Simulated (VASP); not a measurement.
Here is the system:

```
CELL_PARAMETERS angstrom
      3.72141     0.00000     0.00000
     -1.86070     3.22283     0.00000
      0.00000     0.00000     5.73106
ATOMIC_POSITIONS crystal
  Ru 0.33333 0.66667 0.99230
  Ru 0.66667 0.33333 0.49230
  P  0.33333 0.66667 0.38270
  P  0.66667 0.33333 0.88270
```

The numbers are results of PBEsol GGA, VASP's PBE PAW potentials (set 64) (plane waves; VASP 6.6.1), not measurements. Numerical set-up: 400 eV cut-off, 11×11×6 Γ-centred mesh, tetrahedra with Blöchl corrections, potentials Ru_pv P.

The cores are frozen, which limits the accuracy of field gradients.

Problem. Give the principal components of the electric field gradient (V/Å²) and the asymmetry η at each nucleus.

Solution. 
```json
[
 {"atom": "Ru1", "Vxx": "-21.1", "Vyy": "-21.1", "Vzz": "42.1", "η": "0.00"},
 {"atom": "Ru2", "Vxx": "-21.1", "Vyy": "-21.1", "Vzz": "42.1", "η": "0.00"},
 {"atom": "P3", "Vxx": "-5.4", "Vyy": "-5.4", "Vzz": "10.7", "η": "0.00"},
 {"atom": "P4", "Vxx": "-5.4", "Vyy": "-5.4", "Vzz": "10.7", "η": "0.00"}
]
```

The structure was generated: RuP was put into the wurtzite type (P6_3mc), which need not be its known phase. It was relaxed first, which changed the volume by -31 %.
